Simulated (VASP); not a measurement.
Level of theory: r2SCAN meta-GGA, VASP's PBE PAW potentials (set 64) (plane waves; VASP 6.6.1).

The input files of a VASP run:

### POSCAR
```
WSe2
1
    3.2721900347     0.0000000000     0.0000000000
   -1.6360950173     2.8337993813    -0.0000000000
    0.0000000000     0.0000000000    16.7372254560
W Se
1 2
Direct
  0.0000000000   0.0000000000   0.0000000000
  0.3333330000   0.6666670000   0.1000811781
  0.3333330000   0.6666670000   0.8999188219
```

INCAR:
```
SYSTEM = WSe2
PREC = Accurate; ENCUT = 400; LREAL = F
LASPH = T
EDIFF = 1E-6; NELM = 100; ALGO = Normal
LMAXMIX = 6; LMIXTAU = T
ISMEAR = 0; SIGMA = 0.05
METAGGA = R2SCAN
IBRION = 2; NSW = 60; ISIF = 3
EDIFFG = -0.02
LWAVE = F; LCHARG = F
```

KPOINTS:
```
Automatic mesh
0
Gamma
7 7 2
0 0 0
```

POTCAR, in this order: W_sv Se (PBE.64 set). Program: vasp_std.

The cell holds a wide vacuum, so values per volume refer to the whole cell. Energy and stress use the plane-wave basis of the starting cell.

### Question
Predict the energy per atom (σ→0).

### Answer

```json
{
 "energy per atom (σ→0)": "-27.250 eV/atom"
}
```

File OSZICAR:
```
...
DAV:   9    -0.817493404418E+02   -0.28857E-04   -0.17963E-05   588   0.384E-02    0.411E-03
DAV:  10    -0.817493474115E+02   -0.69697E-05   -0.14224E-05   544   0.358E-02    0.145E-03
DAV:  11    -0.817493558313E+02   -0.84198E-05   -0.13433E-05   580   0.322E-02    0.164E-03
DAV:  12    -0.817493670789E+02   -0.11248E-04   -0.79314E-06   575   0.244E-02    0.928E-04
DAV:  13    -0.817493707290E+02   -0.36501E-05   -0.26824E-06   501   0.158E-02    0.773E-04
DAV:  14    -0.817493786151E+02   -0.78861E-05   -0.19610E-06   412   0.134E-02    0.685E-04
DAV:  15    -0.817493790571E+02   -0.44198E-06   -0.14580E-06   430   0.119E-02
   5 F= -.81749379E+02 E0= -.81749379E+02  d E =-.397251E-02
```

The cell is a sheet with vacuum, built from a database entry that may be metastable or hypothetical.
